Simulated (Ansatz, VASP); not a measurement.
# One calculation of HfMg3, two programs

```xyz
4
Lattice="-2.2264 2.2264 4.4846 2.2264 -2.2264 4.4846 2.2264 2.2264 -4.4846" Properties=species:S:1:pos:R:3 pbc="T T T"
Mg    0.0000    0.0000    4.4846
Mg    2.2264    0.0000    2.2423
Mg    0.0000    2.2264    2.2423
Hf    0.0000    0.0000    0.0000
```

The cell comes from a database or a generator and needn't be the stable form of this composition.

Alike in both runs: task single point; functional PBE; k mesh 4 × 4 × 4; occupations gaussian, width 0.1 eV; no spin polarisation.

|  | VASP | Ansatz |
| --- | --- | --- |
| version | VASP 6.6.1 | Ansatz 0.2.0 |
| potentials or method | VASP PAW PBE potentials, release 64 (Mg, Hf_pv) | scalar-relativistic, plane waves, PAW |
| plane-wave cutoff (eV) | 520 | 420 |
| valence electrons in the cell | 16 | 56 |

|  | VASP | Ansatz | Ansatz less VASP |
| --- | --- | --- | --- |
| gap on the k mesh at the Fermi level (eV) | none | none | - |
| pressure (GPa) | -0.3 | -0.2 | +0.11 |
| largest component of the traceless stress (GPa) | 1.94 | 1.91 | -0.026 |

A gap of «none» marks a metal or a gap that the smearing closes. With one functional, cell and mesh, what is left measures potentials, basis and numerics. The two sets of potentials don't hold the same shells in valence.

Caveats: the k mesh is coarse (spacing up to 0.50 Å⁻¹), so the values aren't converged. The runs have no spin-orbit coupling, so splittings on Hf are missing.
